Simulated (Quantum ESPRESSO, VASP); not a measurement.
An input for Quantum ESPRESSO (LDA (PW92), PseudoDojo standard norm-conserving (LDA) pseudopotentials):

```
&CONTROL
   calculation = 'scf',
   outdir = './work',
   pseudo_dir = './',
   tprnfor = .true.,
   tstress = .true.,
/
&SYSTEM
   ibrav = 0,
   nat = 3,
   ntyp = 2,
   ecutwfc = 60,
   occupations = 'smearing',
   smearing = 'gauss',
   degauss = 0.0147,
/
&ELECTRONS
   conv_thr = 1e-8,
/
ATOMIC_SPECIES
Ba   137.3270  Ba.upf
Si    28.0850  Si.upf
CELL_PARAMETERS {angstrom}
   4.062030000     0.000000000     0.000000000
  -2.031015000     3.517821000     0.000000000
   0.000000000     0.000000000     5.409110000
ATOMIC_POSITIONS {angstrom}
Ba   -0.014661897    0.002360458   -0.018499156
Si    2.019019825    1.188791322    3.097975798
Si    0.026661134    2.326669220    2.329633359
K_POINTS {automatic}
1 1 1  0 0 0
```

Task: Translate it to VASP.

Result: One set of files that does it:

File POSCAR:
```
BaSi2
1
    4.0620300000     0.0000000000     0.0000000000
   -2.0310150000     3.5178210000     0.0000000000
    0.0000000000     0.0000000000     5.4091100000
Ba Si
1 2
Direct
 -0.0032740000   0.0006710000  -0.0034200000
  0.6660140000   0.3379340000   0.5727330000
  0.3372610000   0.6613950000   0.4306870000
```

INCAR:
```
ALGO=Normal
EDIFF=1E-6
ENCUT=300
ISIF=2
ISMEAR=0
LASPH=.TRUE.
LCHARG=.FALSE.
LMAXMIX=4
LREAL=.FALSE.
LWAVE=.FALSE.
NELM=100
PREC=Accurate
SIGMA=0.2
SYSTEM=BaSi2
```

File KPOINTS:
```
Regular mesh
0
gamma
 1 1 1
0 0 0
```

POTCAR, in this order: Ba_sv Si (LDA.64 set). Program: vasp_std.

Both are inputs of real runs that ended normally. What can't carry over is the choice of potentials or basis and its cut-off, and each code's defaults.

VASP's LDA is the Perdew-Zunger fit; the other code's may be Perdew-Wang, which differs slightly.

The structure comes from a computed database's BaSi2 entry; how it stands against other phases isn't given here. The cell was not relaxed at this level, atoms are displaced from their ideal sites, and it may have been scaled.
